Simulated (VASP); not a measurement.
Input:

```
CELL_PARAMETERS angstrom
     -2.82789     2.82789     2.82789
      2.82789    -2.82789     2.82789
      2.82789     2.82789    -2.82789
ATOMIC_POSITIONS crystal
  Rb 0.00000 0.00000 0.00000
```

Computed with revTPSS meta-GGA, VASP's PBE PAW potentials (set 64) (plane waves; VASP). Numerical set-up: 520 eV cut-off, 9×9×9 Γ-centred mesh, first-order Methfessel-Paxton smearing of 0.10 eV, potentials Rb_sv.

**Question.** What does the run give for the energy per atom (σ→0), band gap (on the k-mesh) with the smallest direct gap where there is one?

**Answer.** 
```yaml
band gap (on the k-mesh): none (metal, semimetal or under 0.01 eV)
energy per atom (σ→0): 8.077 eV/atom
```

The compound is Rb in the bcc structure. This cell is one point of a volume scan, at 0.97 of the reference volume.
